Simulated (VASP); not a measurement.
Given:

```xyz
1
Lattice="0.0000 1.9895 1.9895 1.9895 0.0000 1.9895 1.9895 1.9895 0.0000" Properties=species:S:1:pos:R:3 pbc="T T T"
Pt     0.0000     0.0000     0.0000
```

Computed with PW91 GGA, VASP's PBE PAW potentials (set 64) (plane waves; VASP). Settings: 520 eV cut-off, Gaussian smearing of 0.050 eV, potentials Pt.

Unless said otherwise, spin-orbit coupling is left out, though it shifts the bands of the heavy elements here.

Problem. Estimate the band gap (along the path) with the smallest direct gap where there is one.

Solution. 
```json
{
  "band gap (along the path)": "none (metal, semimetal or under 0.01 eV)"
}
```

The absolute energy has meaning only against runs of the same code, potentials and settings.

The compound is Pt in the fcc structure. It was relaxed first.
